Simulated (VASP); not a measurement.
A VASP calculation is set up with these files.

### POSCAR
```
Cs
3.050
 -1.0000000000   1.0000000000   1.0000000000
  1.0000000000  -1.0000000000   1.0000000000
  1.0000000000   1.0000000000  -1.0000000000
Cs
1
Cart
  0.0000000000   0.0000000000   0.0000000000
```

### INCAR
```
SYSTEM = Cs
PREC = Accurate
ENCUT = 300
EDIFF = 1E-6
NELM = 100
ALGO = Normal
LREAL = .FALSE.
LASPH = .TRUE.
ISMEAR = -1
SIGMA = 0.05
LMAXMIX = 4
LWAVE = .FALSE.
LCHARG = .FALSE.
ISIF = 2
```

File KPOINTS:
```
kpoints
0
gamma
 6 6 6
0 0 0
```

POTCAR, in this order: Cs_sv (LDA.64 set). Program: vasp_std.

Write an equivalent input for Ansatz.

One equivalent input (not run):
Ansatz 0.2 input:
```yaml
crystal:
  lattice:
    - [-3.0500000, 3.0500000, 3.0500000]
    - [3.0500000, -3.0500000, 3.0500000]
    - [3.0500000, 3.0500000, -3.0500000]
  atoms:
    - { symbol: Cs, position: [0.0000000, 0.0000000, 0.0000000] }
kpoints:
  mp_grid: { grid: [6, 6, 6] }
hamiltonian:
  xc: lda
  pseudopotentials: { kind: paw }
scf:
  occupations: { method: fermi_dirac, width: 0.05 }
  max_iter: 100
output: { forces: true, stress: true, eigenvalues: true }
```
What does not carry over: each code has its own PAW files, so the cut-off isn't converted (ENCUT is set for VASP's; basis.ecutwfc is left out, and Ansatz then takes the one that its files recommend); Ansatz stops its SCF on the density residual and VASP on the energy change (EDIFF); Ansatz's lda is the Perdew-Wang form, while the LDA potentials of VASP carry Perdew-Zunger's.

The structure is a typed Cs crystal (Im-3m). The cell was not relaxed at this level. The run is one of a series of settings (GGA removed, POTCAR Cs_sv (LDA.64 set) against the base run), some of them coarse on purpose.
